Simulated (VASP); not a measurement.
Energy against volume of KCl (rock salt). All values below come from SCAN meta-GGA, VASP's PBE PAW potentials (set 64) (plane waves; VASP). Run with 520 eV cut-off, 7×7×7 Γ-centred mesh, Gaussian smearing of 0.050 eV, potentials K_sv Cl.

| V (Å³/atom) | E (eV/atom) |
|---|---|
| 28.871 | -10.33283 |
| 29.793 | -10.33910 |
| 30.714 | -10.34108 |
| 31.636 | -10.33953 |

### Question
Fit these four points and predict the energy of the run at 32.557 Å³/atom.

### Answer
A cubic in V^(−2/3), the third-order Birch-Murnaghan form, passes through the four points with V0 = 30.74 Å³/atom and B0 = 20 GPa, and gives -10.3351 eV/atom there. The run gave -10.3351 eV/atom, -0.0 meV/atom from the fit; all five points give B0 = 20 GPa.

The compound is KCl in the rock salt structure. It was relaxed first.
